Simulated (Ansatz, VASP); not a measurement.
# Co (Co(10-10)) in two plane-wave programs

One calculation is typed for both programs; each brings its own data sets and cutoff. How far apart do they land?

Method: plane waves, with VASP 6.6.1 beside it; single point at PBEsol, in Ansatz 0.2.0.

### Step 1. The structure

The cell holds 12 atoms: 12 Co. Cell: a = 2.453 Å, b = 3.961 Å, c = 26.331 Å, α = 90.0°, β = 90.0°, γ = 90.0°. It derives from Co. As first built, before any earlier steps moved the atoms (in the runner's words): 12 layers of hcp Co, cut at this functional's lattice. Vacuum lies along c.

### Step 2. Ansatz: single point, PBEsol

Ansatz runs on its default PAW (the set named soft_2) files.

With cell and atoms fixed, the geometry can't cause a difference; cores, projectors, grids and the points listed under the comparison can.

The input, input.yaml:

```yaml
crystal:
  lattice:
    - [2.4531912211, 0.0, 0.0]
    - [0.0, 3.961113285, 0.0]
    - [0.0, 0.0, 26.330804895]
  atoms:
    - { symbol: Co, position: [0.0, 0.0, 0.2876167739], spin: 2.0 }
    - { symbol: Co, position: [0.5, 0.0, 0.365415015], spin: 2.0 }
    - { symbol: Co, position: [0.5, 0.5, 0.3109534666], spin: 2.0 }
    - { symbol: Co, position: [0.0, 0.0, 0.446364947], spin: 2.0 }
    - { symbol: Co, position: [0.0, 0.5, 0.3918255862], spin: 2.0 }
    - { symbol: Co, position: [0.5, 0.0, 0.5270888644], spin: 2.0 }
    - { symbol: Co, position: [0.5, 0.5, 0.4729111356], spin: 2.0 }
    - { symbol: Co, position: [0.0, 0.0, 0.6081744138], spin: 2.0 }
    - { symbol: Co, position: [0.0, 0.5, 0.553635053], spin: 2.0 }
    - { symbol: Co, position: [0.5, 0.0, 0.6890465334], spin: 2.0 }
    - { symbol: Co, position: [0.5, 0.5, 0.634584985], spin: 2.0 }
    - { symbol: Co, position: [0.0, 0.5, 0.7123832261], spin: 2.0 }
hamiltonian:
  xc: pbesol
  pseudopotentials: { kind: paw }
magnetization:
  spin_polarized: true
kpoints:
  mp_grid: { grid: [12, 8, 1] }
scf:
  occupations: { method: methfessel_paxton, width: 0.15 }
  n_extra_bands: 21
efield:
  axis: 3
  dipole_correction: true
  ramp_width: 0.04
output:
  forces: true
  eigenvalues: true
```

The run is started by

```console
$ ansatz run input.yaml --threads 4 --pin off --max-ram 9216MiB --backend cpu --events-out ev --progress --plain --runs-dir out
```

Numbers of over 12 decimals in the logs are rounded to 6 here.

The program printed:

```text
Warning: the band count 123 (scf.n_extra_bands) hosts the net moment |M| = 24.0000 μB (N_el = 204) but caps the reachable moment at 2·n_bands − N_el = 42.0000 μB, below the 137 bands that the automatic rule leaves for it — a moment growing past the seed, or the majority channel's smearing tail, pins there with fewer empty majority states than that count leaves; raise or omit scf.n_extra_bands unless the cap is intended
scf.n_extra_bands = 21 over 102 filled bands (N_el = 204.0): the run solves 123 bands
Engine: ansatz 0.2.0, aarch64-unknown-linux-gnu
Pseudopotentials: kind: paw
Pseudopotential: Co, paw, valence charge 17, recommended cutoff 420 eV (normal), Co.paw.azcp
Functional definition: PBEsol
  exchange = pbesol_x
  correlation = pbesol_c
Crystal: 12 atoms, lattice volume = 255.866 Å³
Basis set: ecut = 420 eV, 4979 PW (Γ), exchange–correlation on 36×54×360 points (8 copies of the dense FFT grid, shifted against one another)
Bands: 123, of which v1, the nominal top of the filled ones, is band 102 counted from 1 (101 counted from 0)
Symmetry: 4 space group operations
k-points: 35 of 96
Non-local potential: Co, projectors of the file, l = 0: 3, l = 1: 2, l = 2: 3, l = 3: 1
PAW form: soft (Blöchl's): semilocal exchange-correlation on the pseudo side does not see the compensation charge
PAW frozen core: Co, regenerated for the run's functional, and the local potential with it (the file was generated under x = pbe(κ = 0.804, μ = 0.219515), c = pbe(β = 0.066725))
PAW one-centre angular grid: Co, 590 points (default); XC on 64 Gauss nodes
Initial density: superposition of atomic densities (neutral atoms: chi_scale 0, normalization atom)
Starting moments: Σ|m| = 24 μB on 12 of 12 sites
Initial wavefunctions: pseudopotential atomic-orbital guess
Functional: x = pbesol(κ = 0.804, μ = 0.123457), c = pbesol(β = 0.046)
SCF iter   1: F=—  HF=-61107.792391 eV  |F-HF|=—  |Δ(HF+E_count)|=         —  Δρ=5.16e-2 (↑4.16e-2 ↓5.16e-2)  dr2=2.21e1  dr2_m=9.41e-1  M=20.860 μB ∫|m|=21.448 μB  β_m=1.00  ethr=3.10e-3  p=0.000 e·Å  D=9.25e-14 V/Å  ΔV_dip=-0.00 eV  dr2_dipole=6.68e-7  V_vac-E_F(+/−)=7.66/7.66 eV  ⟨swp⟩=7.5  Hψ=39799  notcnv=0
Mixer restart at iter 1: flushing history
efield: sawtooth ramp at fractional position 0.9800 (placed from the atoms, in the widest stretch of the axis that holds none; the zero of the levels goes with the place), width 0.0400; the density the first Hamiltonian is built on has a dipole p = 0.000 e·Å; the dipole correction subtracts the counter field D = 9.25e-14 V/Å, which shifts the + side's vacuum level by -0.00 eV against the − side's; the planar-averaged density in the ramp window peaks in size at 4.0e-5 e/Å³
preconditioner: auto → LDOS  [metal: Δε(μ)=0.005 eV  Ē_g=5.237 eV  σ=0.150 eV  W_gap=0.02  n_scr=66 (ndim 8)  ℏωp=24.1 eV  f_vac=0.469  D(μ)=10.70/eV (n_scr^D=78)]
spin=Collinear: LDOS preconditioning applied to the charge; magnetization (m = ρ↑ − ρ↓) channel mixes plain (no charge-response kernel on spin).
SCF iter   2: F=—  HF=-61103.142243 eV  |F-HF|=—  |Δ(HF+E_count)|=    4.65e0  Δρ=1.76e-2 (↑1.76e-2 ↓7.05e-3)  dr2=1.42e0  dr2_m=2.27e-1  M=20.704 μB ∫|m|=22.016 μB  β_m=0.30  ethr=3.10e-3  p=-0.000 e·Å  D=-1.03e-4 V/Å  ΔV_dip=0.00 eV  dr2_dipole=7.25e-5  V_vac-E_F(+/−)=6.36/6.36 eV  ⟨swp⟩=3.4  Hψ=18947  notcnv=0  defer=287
density mixer auto → msr1: a metal under ldos (density of states about μ 3.00 of a free-electron gas's, 66 screened modes)
SCF iter   3: F=—  HF=-61107.136028 eV  |F-HF|=—  |Δ(HF+E_count)|=    3.99e0  Δρ=8.97e-3 (↑8.97e-3 ↓6.34e-3)  dr2=3.39e-1  dr2_m=1.03e-1  M=20.479 μB ∫|m|=21.867 μB  β_m=0.45  ethr=6.97e-4  p=0.000 e·Å  D=5.96e-5 V/Å  ΔV_dip=-0.00 eV  dr2_dipole=6.84e-5  V_vac-E_F(+/−)=5.83/5.83 eV  ⟨swp⟩=2.6  Hψ=14777  notcnv=0  defer=302
SCF iter   4: F=—  HF=-61111.350689 eV  |F-HF|=—  |Δ(HF+E_count)|=    4.21e0  Δρ=6.44e-3 (↑5.56e-3 ↓6.44e-3)  dr2=1.67e-1  dr2_m=4.42e-2  M=20.083 μB ∫|m|=21.598 μB  β_m=0.58  ethr=1.66e-4  p=0.000 e·Å  D=1.21e-4 V/Å  ΔV_dip=-0.00 eV  dr2_dipole=2.21e-5  V_vac-E_F(+/−)=5.17/5.17 eV  ⟨swp⟩=2.9  Hψ=17435  notcnv=0  defer=307
SCF iter   5: F=—  HF=-61112.415457 eV  |F-HF|=—  |Δ(HF+E_count)|=    1.06e0  Δρ=4.69e-3 (↑2.58e-3 ↓4.69e-3)  dr2=7.19e-2  dr2_m=1.32e-2  M=19.818 μB ∫|m|=21.359 μB  β_m=0.71  ethr=8.17e-5  p=0.000 e·Å  D=1.64e-4 V/Å  ΔV_dip=-0.00 eV  dr2_dipole=2.42e-5  V_vac-E_F(+/−)=5.04/5.05 eV  ⟨swp⟩=2.6  Hψ=18370  notcnv=0  defer=324
SCF iter   6: F=—  HF=-61112.634812 eV  |F-HF|=—  |Δ(HF+E_count)|=   2.19e-1  Δρ=2.46e-3 (↑2.46e-3 ↓2.32e-3)  dr2=1.75e-2  dr2_m=7.21e-3  M=19.656 μB ∫|m|=21.238 μB  β_m=0.83  ethr=3.52e-5  p=0.000 e·Å  D=9.66e-5 V/Å  ΔV_dip=-0.00 eV  dr2_dipole=2.73e-5  V_vac-E_F(+/−)=4.96/4.96 eV  ⟨swp⟩=2.3  Hψ=18461  notcnv=0  defer=323
SCF iter   7: F=—  HF=-61112.668237 eV  |F-HF|=—  |Δ(HF+E_count)|=   3.34e-2  Δρ=1.48e-3 (↑1.37e-3 ↓1.48e-3)  dr2=1.80e-2  dr2_m=4.19e-4  M=19.526 μB ∫|m|=21.154 μB  β_m=0.65  ethr=8.55e-6  p=-0.000 e·Å  D=-1.26e-4 V/Å  ΔV_dip=0.00 eV  dr2_dipole=1.56e-4  V_vac-E_F(+/−)=4.91/4.91 eV  ⟨swp⟩=2.9  Hψ=18267  notcnv=0  defer=324
[...]
SCF iter  22: F=-61112.603579 eV  HF=-61112.603583 eV  |F-HF|=3.19e-6  |Δ(HF+E_count)|=   3.89e-7  S|Δr|=    0.00e0  Δρ=1.20e-5 (↑2.66e-6 ↓1.20e-5)  dr2=3.26e-6  dr2_m=6.81e-8  M=19.515 μB ∫|m|=21.168 μB  β_m=1.00  ethr=1.08e-11  p=0.000 e·Å  D=3.14e-6 V/Å  ΔV_dip=-0.00 eV  dr2_dipole=4.88e-9  V_vac-E_F(+/−)=4.88/4.88 eV  ⟨swp⟩=3.0  Hψ=18983  notcnv=0  κ⁻¹=1.2e-3(r=3)
SCF iter  23: F=-61112.603579 eV  HF=-61112.603583 eV  |F-HF|=3.13e-6  |Δ(HF+E_count)|=   6.11e-9  S|Δr|=    0.00e0  Δρ=1.52e-5 (↑5.97e-6 ↓1.52e-5)  dr2=3.21e-6  dr2_m=5.47e-8  M=19.515 μB ∫|m|=21.169 μB  β_m=1.00  ethr=1.08e-11  p=0.000 e·Å  D=7.93e-7 V/Å  ΔV_dip=-0.00 eV  dr2_dipole=1.20e-8  V_vac-E_F(+/−)=4.88/4.88 eV  ⟨swp⟩=2.1  Hψ=12123  notcnv=0  κ⁻¹=1.7e-4(r=4)
SCF iter  24: F=-61112.603581 eV  HF=-61112.603583 eV  |F-HF|=1.07e-6  |Δ(HF+E_count)|=   2.94e-8  S|Δr|=    0.00e0  Δρ=1.28e-5 (↑3.86e-6 ↓1.28e-5)  dr2=1.08e-6  dr2_m=5.06e-8  M=19.515 μB ∫|m|=21.168 μB  β_m=1.00  ethr=1.08e-11  p=-0.000 e·Å  D=-3.50e-6 V/Å  ΔV_dip=0.00 eV  dr2_dipole=4.35e-8  V_vac-E_F(+/−)=4.88/4.88 eV  ⟨swp⟩=2.8  Hψ=16030  notcnv=0  κ⁻¹=7.5e-5(r=5)
SCF iter  25: F=-61112.603582 eV  HF=-61112.603583 eV  |F-HF|=1.98e-7  |Δ(HF+E_count)|=   2.37e-8  S|Δr|=    0.00e0  Δρ=4.60e-6 (↑1.49e-6 ↓4.60e-6)  dr2=2.06e-7  dr2_m=6.26e-9  M=19.515 μB ∫|m|=21.168 μB  β_m=1.00  ethr=1.08e-11  p=0.000 e·Å  D=1.06e-6 V/Å  ΔV_dip=-0.00 eV  dr2_dipole=1.13e-9  V_vac-E_F(+/−)=4.88/4.88 eV  ⟨swp⟩=2.7  Hψ=12987  notcnv=0  κ⁻¹=2.5e-5(r=6)
SCF iter  26: F=-61112.603582 eV  HF=-61112.603583 eV  |F-HF|=1.17e-7  |Δ(HF+E_count)|=   1.50e-9  S|Δr|=    0.00e0  Δρ=4.40e-6 (↑1.27e-6 ↓4.40e-6)  dr2=1.14e-7  dr2_m=6.15e-9  M=19.515 μB ∫|m|=21.168 μB  β_m=1.00  ethr=1.08e-11  p=-0.000 e·Å  D=-1.23e-6 V/Å  ΔV_dip=0.00 eV  dr2_dipole=1.01e-8  V_vac-E_F(+/−)=4.88/4.88 eV  ⟨swp⟩=5.1  Hψ=23410  notcnv=0  κ⁻¹=2.9e-6(r=7)
SCF iter  27: F=-61112.603582 eV  HF=-61112.603583 eV  |F-HF|=2.95e-8  |Δ(HF+E_count)|=   2.72e-9  S|Δr|=    0.00e0  Δρ=2.33e-6 (↑6.48e-7 ↓2.33e-6)  dr2=2.94e-8  dr2_m=1.87e-9  M=19.515 μB ∫|m|=21.169 μB  ethr=1.08e-11  p=-0.000 e·Å  D=-4.18e-7 V/Å  ΔV_dip=0.00 eV  dr2_dipole=2.32e-9  V_vac-E_F(+/−)=4.88/4.88 eV  ⟨swp⟩=4.3  Hψ=20705  notcnv=0
SCF 1 converged in 27 iterations: F = -61112.603582 eV  dr2 = 2.94e-8
  greatest PAW one-centre occupation: 1.002 electrons in one spin orbital (limit 2), on the Co atom at site 11 (counted from 0), in its partial waves of l = 1
this state was not tested for a lower state beside it, because cold or Methfessel-Paxton smearing, or corrected tetrahedra, fill the levels in a way that the test cannot read (fill_not_monotonic; see scf.lower_state_search)
SCF converged after 27 iterations
an eigenvalue changed by more than its tolerance at an iteration that met the thresholds in force, so the SCF went on 2 times, its first undamped step at iteration 19: the last check found none over its tolerance
Magnetization: 19.5149 μB (111.7575 up, 92.2425 down)
Absolute magnetization: 21.1766 μB (∫|ρ↑−ρ↓|, with the PAW one-centre terms)
Spin contamination: 0.3156 ħ² per cell (⟨S²⟩ above its minimum at these occupations)
Per-site moments (μB) at R_I (Å): [(1.802637, 0.984904), (1.672670, 0.984904), (1.688349, 0.993836), (1.628778, 1.003293), (1.662126, 1.002870), (1.633568, 1.003293), (1.633566, 1.003293), (1.662124, 1.002870), (1.628780, 1.003293), (1.688348, 0.993836), (1.672671, 0.984904), (1.802641, 0.984904)]
Free energy (F): -61112.603582 eV
Harris-Foulkes:  -61112.603583 eV  (|F-HF|=2.95e-8)
Internal energy: -61112.607808 eV  (E = F + TS)
E sigma→0 (E₀):  -61112.604639 eV
Entropy (-TS):   0.004226 eV (0.352 meV/atom)
Fermi energy:    7.080937 eV
Dipole field:    D = 0.000057 V/Å  (p = 0.000080 e·Å, saw-weighted, corrected)
Work function:   Φ+ = 4.8753 eV   Φ− = 4.8768 eV
Levels:          The Fermi level and band energies are counted from a zero that moves with the ramp; work functions are not
--- Per-component energies (eV) ---
  E_band       = -5284.410546
  E_kinetic    = 5455.576483
  E_local      = -493927.647596  (includes V_loc(G=0)·N_el)
  E_nonlocal   = 5474.883615
  E_hartree    = 243011.062567
  E_xc         = -1892.978413
  E_vxc        = -2454.066376  (∫ρ·V_xc dr)
  E_paw        = -17797.178403  (= ΣΔE_a)
  E_vpaw       = -5855.345400  (= ΣTr[D̂ρ^β])
  E_aug_tail   = 0.000747  (compensation charges beyond the density's cutoff)
  E_efield     = 0.000000  (sawtooth field / dipole correction)
  E_vefield    = 0.000000  (∫n·V_field dr)
  E_ewald      = 198561.412161
  E_core_change = 2.261031  (= ΣΔE_core)
  E_smearing   = 0.004226  (= −TS)
  E_closure    = 0.000000  (closes the sum)
  Σ components = -61112.603582   (vs F -61112.603582, Δ=0.00e0)
--- Forces (eV/Å), atoms counted from 1 ---
  atom   1  Co     0.00000000     0.00000000    -0.02707549
  atom   2  Co     0.00000000     0.00000000     0.01802772
  atom   3  Co     0.00000000     0.00000000    -0.00510924
  atom   4  Co     0.00000000     0.00000000    -0.00883033
  atom   5  Co     0.00000000     0.00000000     0.02093438
  atom   6  Co     0.00000000     0.00000000    -0.00935450
  atom   7  Co     0.00000000     0.00000000     0.00934752
  atom   8  Co     0.00000000     0.00000000    -0.02093307
  atom   9  Co     0.00000000     0.00000000     0.00883178
  atom  10  Co     0.00000000     0.00000000     0.00509937
  atom  11  Co     0.00000000     0.00000000    -0.01803411
  atom  12  Co     0.00000000     0.00000000     0.02706977
  max |Σ_I F_I| component: 2.62e-5 eV/Å
--- Band table (eV; the first three rows and the last of 70) ---
  k-point 0 ↑: bands = [... 98 lower, 5.4506, 5.7701, 5.8460, 5.8848, 6.0157, 6.2040, 6.2128, 6.3920, ... 17 higher]
  k-point 1 ↑: bands = [... 98 lower, 5.6473, 5.7584, 5.7988, 5.8676, 6.0604, 6.1846, 6.1853, 6.3741, ... 17 higher]
  k-point 2 ↑: bands = [... 98 lower, 5.7361, 5.7993, 5.8121, 5.9190, 6.0693, 6.0760, 6.0770, 6.2193, ... 17 higher]
  k-point 34 ↓: bands = [... 98 lower, 8.2930, 8.2930, 8.3575, 8.3575, 8.3842, 8.3842, 8.4380, 8.4380, ... 17 higher]
```

Run time: 4 min. Hardware: 4 threads of Arm Neoverse V1, shared host; peak memory 2 GiB.

(Part 1 of 2 ends here.)

[Lines on the potential files, build, host, timing and source positions are cut from VASP's logs without a mark.]

[Logs are printed without paths, hosts, clocks, repeated set-up lines and the standing remarks that a program may print on its own settings, such as how far it seeks lower states.]

[Hosts, paths, dates, database ids (printed as entryN), source tags and the programs' standing remarks are cut or masked in the printed files.]
